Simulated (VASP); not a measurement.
# Li4BeNbP3 (P-43m) in VASP: relaxation of cell and atoms with PBE

Aim: the relaxation of cell and atoms of Li4BeNbP3 with PBE.

All numbers are computed with VASP 6.6.1; they aren't measurements. Logs are shortened: lines on timing, memory, paths and dates and some standing lists are left out, and cuts for length are marked.

### 1 The cell of the first run

The structure is cubic, space group P-43m (No. 215). The conventional cell has a = 5.132 Å, b = 5.132 Å, c = 5.132 Å, α = 90.00°, β = 90.00°, γ = 90.00°. Around Li (site symmetry 3m) lie 1 Nb at 2.06 Å and 3 P at 2.17 Å. Be (site symmetry -43m) is surrounded by 4 Li at 2.39 Å. Nb (site symmetry -43m) is surrounded by 4 Li at 2.06 Å. P (site symmetry -42m) has 4 Li at 2.17 Å as nearest neighbours.

The cell was built by a generator and needn't be a form met in nature.

### 2 Relaxation of cell and atoms, PBE (species swapped into the Cu3NiHgSe4 type (P-43m, No. 215))

Contents of INCAR:

```
  ALGO = Normal
  EDIFF = 1E-6
  EDIFFG = -0.04
  ENCUT = 600
  GGA = PE
  IBRION = 2
  ISIF = 3
  ISMEAR = 0
  LASPH = True
  LCHARG = False
  LREAL = False
  LWAVE = False
  NELM = 100
  NSW = 90
  PREC = Accurate
  SIGMA = 0.1
```

Contents of KPOINTS:

```
k-points
0
Gamma
  4 4 4
```

Contents of POSCAR:

```
Li4BeNbP3
1.0
    5.1317109700      0.0000000000      0.0000000000
    0.0000000000      5.1317109700      0.0000000000
    0.0000000000      0.0000000000      5.1317109700
Li Be Nb P
4 1 1 3
Direct
    0.2312739900      0.2312739900      0.2312739900
    0.7687260100      0.7687260100      0.2312739900
    0.2312739900      0.7687260100      0.7687260100
    0.7687260100      0.2312739900      0.7687260100
    0.5000000000      0.5000000000      0.5000000000
    0.0000000000      0.0000000000      0.0000000000
    0.0000000000      0.5000000000      0.0000000000
    0.0000000000      0.0000000000      0.5000000000
    0.5000000000      0.0000000000      0.0000000000
```

Potentials or basis: VASP PAW PBE potentials, release 64 (Li_sv, Be, Nb_sv, P).

Run with:

```sh
$ cat potpaw_PBE.64/Li_sv/POTCAR potpaw_PBE.64/Be/POTCAR potpaw_PBE.64/Nb_sv/POTCAR potpaw_PBE.64/P/POTCAR > POTCAR
$ mpirun -np 1 vasp_std > vasp.out
```

OUTCAR:

```text
EDIFF = 1E-6
   EDIFFG = -0.04
   ENCUT = 600
   GGA = PE
   IBRION = 2
   ISIF = 3
   ISMEAR = 0
   LASPH = True
   LREAL = False
   NELM = 100
   NSW = 90
   PREC = Accurate

 ion  position               nearest neighbor table
   1  0.231  0.231  0.231-   6 2.06   7 2.17   8 2.17   9 2.17   5 2.39
   2  0.769  0.769  0.231-   6 2.06   7 2.17   8 2.17   9 2.17   5 2.39
   3  0.231  0.769  0.769-   6 2.06   7 2.17   8 2.17   9 2.17   5 2.39
   4  0.769  0.231  0.769-   6 2.06   7 2.17   8 2.17   9 2.17   5 2.39
   5  0.500  0.500  0.500-   1 2.39   2 2.39   3 2.39   4 2.39
   6  0.000  0.000  0.000-   1 2.06   2 2.06   3 2.06   4 2.06   7 2.57   8 2.57   9 2.57   8 2.57
                             7 2.57   9 2.57
   7  0.000  0.500  0.000-   1 2.17   2 2.17   3 2.17   4 2.17   6 2.57   6 2.57
   8  0.000  0.000  0.500-   1 2.17   2 2.17   3 2.17   4 2.17   6 2.57   6 2.57
   9  0.500  0.000  0.000-   1 2.17   2 2.17   3 2.17   4 2.17   6 2.57   6 2.57

  LATTYP: Found a simple cubic cell.
 ALAT       =     5.1317109700

  Lattice vectors:

 A1 = (   5.1317109700,   0.0000000000,   0.0000000000)
 A2 = (   0.0000000000,   5.1317109700,   0.0000000000)
 A3 = (   0.0000000000,   0.0000000000,   5.1317109700)

Analysis of symmetry for initial positions (statically):
=====================================================================
 Subroutine PRICEL returns:
 Original cell was already a primitive cell.

 Routine SETGRP: Setting up the symmetry group for a
 simple cubic supercell.

 Subroutine GETGRP returns: Found 24 space group operations
 (whereof 24 operations were pure point group operations)
 out of a pool of 48 trial point group operations.

The static configuration has the point symmetry T_d .

Analysis of symmetry for dynamics (positions and initial velocities):
=====================================================================
 Subroutine PRICEL returns:
 Original cell was already a primitive cell.

 Routine SETGRP: Setting up the symmetry group for a
 simple cubic supercell.

 Subroutine GETGRP returns: Found 24 space group operations
 (whereof 24 operations were pure point group operations)
 out of a pool of 48 trial point group operations.

The dynamic configuration has the point symmetry T_d .

 Subroutine INISYM returns: Found 24 space group operations
 (whereof 24 operations are pure point group operations),
 and found     1 'primitive' translations

----------------------------------------------------------------------------------------

                                     Primitive cell

  volume of cell :     135.1408

  direct lattice vectors                    reciprocal lattice vectors
     5.131710970  0.000000000  0.000000000     0.194866781  0.000000000  0.000000000
     0.000000000  5.131710970  0.000000000     0.000000000  0.194866781  0.000000000
[... 97 lines left out ...]
   EMIN   =  10.00;   EMAX   =-10.00  energy-range for DOS
   EFERMI =   0.00;   METHOD = LEGACY
   ISMEAR =     0;   SIGMA  =   0.10  broadening in eV -4-tet -1-fermi 0-gaus
   EFERMI_NEDOS =   21; number of points for ismear=-14 and -15
   IALGO  =     38    algorithm
   IMIX   =      4    mixing-type and parameters
     AMIX     =   0.40;   BMIX     =  1.00
     AMIX_MAG =   1.60;   BMIX_MAG =  1.00
  volume/ion in A,a.u.               =      15.02       101.33
  Fermi-wavevector in a.u.,A,eV,Ry     =   1.108909  2.095533 16.730788  1.229678
  Thomas-Fermi vector in A             =   2.245442
   LORBIT       =      0    0 simple, 1 ext, 2 COOP (PROOUT), +10 PAW based schemes
   GGA     = PE    functional components
   LHFCALC =     F    Hartree Fock is set to
   AEXX    =    0.0000 exact exchange contribution
   IVDW    =     0    specifies the selected vdW correction
   LEPSILON=     F    determine dielectric tensor
   LRPA    =     F    only Hartree local field effects (RPA)
 conjugate gradient relaxation of ions
 non-spin polarized calculation
 Gauss-broadening in eV      SIGMA  =   0.10
  energy-cutoff  :      600.00
  volume of cell :      135.14
 maximum number of plane-waves:      4632
 NGX is ok and might be reduce to    42
   NGX = 21   NGY = 21   NGZ = 21

--------------------------------------- Ionic step        1  -------------------------------------------

 number of electron      42.0000026 magnetization

 Free energy of the ion-electron system (eV)
  ---------------------------------------------------
  ext. energy  EPLUGINS =         0.00000000
  ---------------------------------------------------
  free energy    TOTEN  =       -30.03661569 eV

  energy without entropy =      -30.02525925  energy(sigma->0) =      -30.03093747

------------------------ aborting loop because EDIFF is reached ----------------------------------------

  FORCE on cell =-STRESS in cart. coord.  units (eV):
  Direction    XX          YY          ZZ          XY          YZ          ZX
  --------------------------------------------------------------------------------------
  -------------------------------------------------------------------------------------
  Total       18.8330339     18.8330339     18.8330339      0.0000000      0.0000000      0.0000000
  in kB      223.2771634    223.2771634    223.2771634      0.0000000      0.0000000      0.0000000
  external PRESSURE =     223.2771634 kB  Pullay stress =       0.0000000 kB
[... 73 lines left out ...]
--------------------------------------- Ionic step        3  -------------------------------------------

 number of electron      42.0000018 magnetization

 E-fermi :   2.6944     XC(G=0):  -8.4976

 val. band max:        2.5536386686   @ k =   0.5000   0.0000   0.0000
 cond. band min:       2.8724208321   @ k =   0.5000   0.2500   0.2500
 fundamental gap:      0.3187821635
 Fermi energy:         2.6943926783

 k-point     1 :       0.0000    0.0000    0.0000
  band No.  band energies     occupation
      1     -53.1443      2.00000
      2     -42.6398      2.00000
      3     -42.6398      2.00000
      4     -42.6398      2.00000
      5     -42.6398      2.00000
      6     -29.1498      2.00000
[... 493 lines left out ...]
--------------------------------------- Ionic step        8  -------------------------------------------

 number of electron      41.9999987 magnetization

 Free energy of the ion-electron system (eV)
  ---------------------------------------------------
  ext. energy  EPLUGINS =         0.00000000
  ---------------------------------------------------
  free energy    TOTEN  =       -34.95856715 eV

  energy without entropy =      -34.95775338  energy(sigma->0) =      -34.95816026

 E-fermi :   3.4150     XC(G=0):  -8.9022

 val. band max:        3.2731418427   @ k =   0.5000   0.0000   0.0000
 cond. band min:       3.5974167006   @ k =   0.5000   0.2500   0.2500
 fundamental gap:      0.3242748579
 Fermi energy:         3.4149545243

 k-point     1 :       0.0000    0.0000    0.0000
  band No.  band energies     occupation
      1     -52.2852      2.00000
      2     -41.9448      2.00000
      3     -41.9429      2.00000
      4     -41.9429      2.00000
      5     -41.9429      2.00000
      6     -28.2966      2.00000
[... 315 lines left out ...]
  FREE ENERGIE OF THE ION-ELECTRON SYSTEM (eV)
  ---------------------------------------------------
  free  energy   TOTEN  =       -34.9585671522 eV

  energy  without entropy=      -34.9577533760  energy(sigma->0) =      -34.95816026

 reached required accuracy - stopping structural energy minimisation
```

OSZICAR:

```text
N       E                     dE             d eps       ncg     rms          rms(c)
DAV:   1     0.377440479719E+03    0.37744E+03   -0.20992E+04   520   0.179E+03
DAV:   2     0.142885741642E+02   -0.36315E+03   -0.35518E+03   626   0.497E+02
DAV:   3    -0.256906034664E+02   -0.39979E+02   -0.39348E+02   920   0.118E+02
[... 95 lines left out ...]
DAV:   4    -0.349584200476E+02    0.14563E-02   -0.76555E-03   854   0.577E-01    0.115E-01
DAV:   5    -0.349584979223E+02   -0.77875E-04   -0.64492E-04   798   0.134E-01    0.672E-02
DAV:   6    -0.349585640963E+02   -0.66174E-04   -0.38780E-04   936   0.919E-02    0.216E-02
DAV:   7    -0.349585663887E+02   -0.22924E-05   -0.41529E-05   754   0.379E-02    0.957E-03
DAV:   8    -0.349585671522E+02   -0.76347E-06   -0.31444E-06   586   0.143E-02
   8 F= -.34958567E+02 E0= -.34958160E+02  d E =-.324993E-02
```

CONTCAR:

```text
Li4BeNbP3
   1.00000000000000
     5.4341555031636002    0.0000000000000000   -0.0000000000000000
    -0.0000000000000000    5.4341555031636002   -0.0000000000000000
    -0.0000000000000000   -0.0000000000000000    5.4341555031636002
  Li              Be              Nb              P
     4     1     1     3
Direct
     0.2730473079560340    0.2730473079560340    0.2730473079560340
     0.7269526920439660    0.7269526920439660    0.2730473079560340
     0.2730473079560340    0.7269526920439660    0.7269526920439660
     0.7269526920439660    0.2730473079560340    0.7269526920439660
     0.5000000000000000    0.5000000000000000    0.5000000000000000
     0.0000000000000000    0.0000000000000000    0.0000000000000000
     0.0000000000000000    0.5000000000000000    0.0000000000000000
     0.0000000000000000    0.0000000000000000    0.5000000000000000
     0.5000000000000000    0.0000000000000000    0.0000000000000000

  0.00000000E+00  0.00000000E+00  0.00000000E+00
  0.00000000E+00  0.00000000E+00  0.00000000E+00
  0.00000000E+00  0.00000000E+00  0.00000000E+00
  0.00000000E+00  0.00000000E+00  0.00000000E+00
  0.00000000E+00  0.00000000E+00  0.00000000E+00
  0.00000000E+00  0.00000000E+00  0.00000000E+00
  0.00000000E+00  0.00000000E+00  0.00000000E+00
  0.00000000E+00  0.00000000E+00  0.00000000E+00
  0.00000000E+00  0.00000000E+00  0.00000000E+00
```

It took 3.4 min on 1 thread of AMD EPYC 9R45 (Zen 5), shared host; peak memory 0.26 GiB.

What came out:

* Free energy: -34.9586 eV
* Relaxed volume: 17.83 Å³/atom
* Relaxed cell: a = 5.434 Å, b = 5.434 Å, c = 5.434 Å, α = 90.00°, β = 90.00°, γ = 90.00°
* Space group after relaxing (to 0.05 Å): P-43m (No. 215)
* Energy gained by relaxing: 546.9 meV/atom
* Ionic steps: 8
* Pressure after relaxing: 0.0 GPa
* Largest force after relaxing: 0.030 eV/Å
* Band gap on the k mesh: none (metal or under the smearing width)

Forces in eV/Å, atoms in the order of the input:
```
Li  -0.017 -0.017 -0.017
Li   0.017  0.017 -0.017
Li  -0.017  0.017  0.017
Li   0.017 -0.017  0.017
Be   0.000  0.000  0.000
Nb   0.000  0.000  0.000
P    0.000  0.000  0.000
P    0.000  0.000  0.000
P    0.000  0.000  0.000
```

The path:
| step | energy change (eV) | largest force (eV/Å) | pressure (GPa) | volume (Å³) |
| --- | --- | --- | --- | --- |
| 1 | 0.0000 | 4.9258 | 22.33 | 135.14 |
| 2 | -4.4113 | 0.8372 | -3.74 | 180.34 |
| 3 | -4.4208 | 1.0066 | -2.93 | 177.31 |
| 4 | -4.7201 | 0.6929 | -1.87 | 170.26 |
| 5 | -4.9162 | 0.0159 | 0.80 | 158.15 |
| 6 | -4.9188 | 0.0985 | 0.47 | 159.41 |
| 7 | -4.9187 | 0.0760 | 0.56 | 159.07 |
| 8 | -4.9220 | 0.0301 | -0.01 | 160.47 |

Final structure:
```yaml
crystal:
  lattice:
    - [5.43416, 0.00000, 0.00000]
    - [0.00000, 5.43416, 0.00000]
    - [0.00000, 0.00000, 5.43416]
  atoms:
    - { symbol: Li, position: [0.27305, 0.27305, 0.27305] }
    - { symbol: Li, position: [0.72695, 0.72695, 0.27305] }
    - { symbol: Li, position: [0.27305, 0.72695, 0.72695] }
    - { symbol: Li, position: [0.72695, 0.27305, 0.72695] }
    - { symbol: Be, position: [0.50000, 0.50000, 0.50000] }
    - { symbol: Nb, position: [0.00000, 0.00000, 0.00000] }
    - { symbol: P, position: [0.00000, 0.50000, 0.00000] }
    - { symbol: P, position: [0.00000, 0.00000, 0.50000] }
    - { symbol: P, position: [0.50000, 0.00000, 0.00000] }
```

Caveat: the cutoff is under 1.25 times the usual one of these potentials, so pressure, stress and relaxed cells hold a basis-set (Pulay) error; the volume moved by over 15 % at a fixed basis, so the end points are rough.
